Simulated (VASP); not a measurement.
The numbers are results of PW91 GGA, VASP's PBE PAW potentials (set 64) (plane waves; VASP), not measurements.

Input for VASP

### INCAR
```
# general
SYSTEM =Os
PREC   =Accurate
ENCUT  =520
LREAL  =F
LASPH  =T

# electronic loop
EDIFF  =1E-7
NELM   =100
ALGO   =Normal
LMAXMIX=6

# smearing
ISMEAR =-5

# functional
GGA    =91

# ions
ISIF   =2

# output
LWAVE  =F
LCHARG =T
LORBIT =11
NEDOS  =601
```

File KPOINTS:
```
Regular mesh
0
gamma
17 17 10
```

**POSCAR**
```
Os
1
    1.3824597150    -2.3944900999     0.0000000000
    1.3824597150     2.3944900999     0.0000000000
    0.0000000000     0.0000000000     4.3550956866
Os
2
Direct
  0.3333330000   0.6666670000   0.2500000000
  0.6666670000   0.3333330000   0.7500000000
```

POTCAR, in this order: Os (PBE.64 set). Program: vasp_std.

The resulting files:

File OUTCAR:
```
 ion  position               nearest neighbor table
   1  0.333  0.667  0.250-   2 2.70   2 2.70   2 2.70   2 2.70   2 2.70   2 2.70
   2  0.667  0.333  0.750-   1 2.70   1 2.70   1 2.70   1 2.70   1 2.70   1 2.70
  LATTYP: Found a hexagonal cell.
 ALAT       =     2.7649191131
 C/A-ratio  =     1.5751258928
 Subroutine PRICEL returns:
 Original cell was already a primitive cell.
 Subroutine GETGRP returns: Found 24 space group operations
The static configuration has the point symmetry D_3d.
 The point group associated with its full space group is D_6h.
The dynamic configuration has the point symmetry D_3d.
 Subroutine INISYM returns: Found 24 space group operations
 Subroutine IBZKPT returns following result:
 Found    198 irreducible k-points:

 Following reciprocal coordinates:
            Coordinates               Weight
  0.000000  0.000000  0.000000      1.000000
  0.058824  0.000000  0.000000      6.000000
  0.117647 -0.000000  0.000000      6.000000
  0.176471  0.000000  0.000000      6.000000
  0.235294 -0.000000  0.000000      6.000000
  0.294118  0.000000  0.000000      6.000000
  0.352941  0.000000  0.000000      6.000000
...
```

### OSZICAR
```
       N       E                     dE             d eps       ncg     rms          rms(c)
DAV:   1     0.103495680636E+03    0.10350E+03   -0.76288E+03  4752   0.127E+03
DAV:   2    -0.162567056683E+02   -0.11975E+03   -0.10787E+03  5068   0.397E+02
DAV:   3    -0.236392693578E+02   -0.73826E+01   -0.67553E+01  5856   0.793E+01
DAV:   4    -0.238326562348E+02   -0.19339E+00   -0.19184E+00  5036   0.135E+01
DAV:   5    -0.238352628146E+02   -0.26066E-02   -0.26135E-02  5580   0.123E+00    0.229E+01
DAV:   6    -0.226777738986E+02    0.11575E+01   -0.13570E+00  5132   0.109E+01    0.101E+01
DAV:   7    -0.223619363078E+02    0.31584E+00   -0.86271E-01  5528   0.857E+00    0.449E-01
DAV:   8    -0.223558537460E+02    0.60826E-02   -0.74684E-03  4880   0.703E-01    0.254E-01
DAV:   9    -0.223538483700E+02    0.20054E-02   -0.12558E-03  5184   0.422E-01    0.545E-02
DAV:  10    -0.223538880973E+02   -0.39727E-04   -0.46340E-05  5300   0.674E-02    0.111E-02
DAV:  11    -0.223538531608E+02    0.34937E-04   -0.54113E-06  4936   0.266E-02    0.118E-03
DAV:  12    -0.223538516781E+02    0.14827E-05   -0.15438E-07  4108   0.463E-03    0.862E-04
DAV:  13    -0.223538512791E+02    0.39896E-06   -0.12635E-08  2484   0.111E-03    0.206E-04
DAV:  14    -0.223538512338E+02    0.45364E-07   -0.36679E-09  2452   0.816E-04
   1 F= -.22353851E+02 E0= -.22353851E+02  d E =0.000000E+00
```

OUTCAR:
```
------------------------ aborting loop because EDIFF is reached ----------------------------------------
  FORCE on cell =-STRESS in cart. coord.  units (eV):
  Direction    XX          YY          ZZ          XY          YZ          ZX
  --------------------------------------------------------------------------------------
  Total       -0.0314888     -0.0314887      0.0443129      0.0000000      0.0000000      0.0000000
  in kB       -1.7497371     -1.7497366      2.4623385      0.0000000      0.0000000      0.0000000
  external PRESSURE =      -0.3457117 kB  Pullay stress =       0.0000000 kB
  volume of cell :       28.83
      direct lattice vectors                 reciprocal lattice vectors
     1.382459715 -2.394490100  0.000000000     0.361674192 -0.208812724  0.000000000
     1.382459715  2.394490100  0.000000000     0.361674192  0.208812724  0.000000000
     0.000000000  0.000000000  4.355095687     0.000000000  0.000000000  0.229616080
 POSITION                                       TOTAL-FORCE (eV/Angst)
 -----------------------------------------------------------------------------------
      1.38246      0.79816      1.08877        -0.000000      0.000000      0.000000
      1.38246     -0.79816      3.26632         0.000000     -0.000000      0.000000
 -----------------------------------------------------------------------------------
    total drift:                               -0.000001      0.000025     -0.000020
  FREE ENERGIE OF THE ION-ELECTRON SYSTEM (eV)
  ---------------------------------------------------
  free  energy   TOTEN  =       -22.3538512338 eV

  energy  without entropy=      -22.3538512338  energy(sigma->0) =      -22.35385123

 total charge

# of ion       s       p       d       tot
------------------------------------------
    1        0.650   0.747   6.014   7.411
    2        0.650   0.747   6.014   7.411
--------------------------------------------------
tot          1.300   1.495  12.028  14.823
```
(Selected blocks of OUTCAR.)

For a metal the tetrahedron method with Blöchl corrections gives inexact stress and forces.

The compound is Os in the hcp structure. It was relaxed first.
